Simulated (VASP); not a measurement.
Data:

```
CdZn3O4
1.0
    3.25484     0.00000     0.00000
   -1.62742     2.81878     0.00000
    0.00000     0.00000    10.78878
Zn Cd O
3 1 4
Direct
  0.00000   0.00000   0.25101
  0.33333   0.66667   0.01476
  0.33333   0.66667   0.48692
  0.00000   0.00000   0.75721
  0.00000   0.00000   0.95914
  0.00000   0.00000   0.43103
  0.33333   0.66667   0.66483
  0.33333   0.66667   0.19499
```

Level of theory: LDA (Ceperley-Alder, Perdew-Zunger), VASP's LDA PAW potentials (set 64) (plane waves; VASP). Numerical set-up: 520 eV cut-off, 9×9×3 Γ-centred mesh, tetrahedra with Blöchl corrections, potentials Zn Cd O.

Task: Tabulate the total density of states (states/eV per cell) against energy (eV; zero at the valence-band maximum or, without a gap, the Fermi level).

Result: 
| E (eV) | DOS (states/eV) |
|---|---|
| -9.95 | 0.00 |
| -9.35 | 0.00 |
| -8.87 | 0.00 |
| -8.27 | 0.00 |
| -7.67 | 0.04 |
| -7.07 | 11.8 |
| -6.59 | 4.48 |
| -5.99 | 12.4 |
| -5.39 | 12.9 |
| -4.91 | 14.3 |
| -4.31 | 10.9 |
| -3.71 | 5.12 |
| -3.23 | 5.39 |
| -2.63 | 5.04 |
| -2.03 | 6.72 |
| -1.43 | 9.84 |
| -0.95 | 6.19 |
| -0.35 | 2.61 |
| 0.25 | 0.00 |
| 0.73 | 0.05 |
| 1.33 | 0.24 |
| 1.93 | 0.33 |
| 2.53 | 0.56 |
| 3.01 | 0.73 |
| 3.61 | 0.95 |
Within 2 eV below the valence-band maximum the largest weight inside VASP's projection spheres is O p, then Zn d.

The structure comes from a computed database's Zn3CdO4 entry (P3m1); how it stands against other phases isn't given here. It was relaxed first, which changed the volume by -8 %.
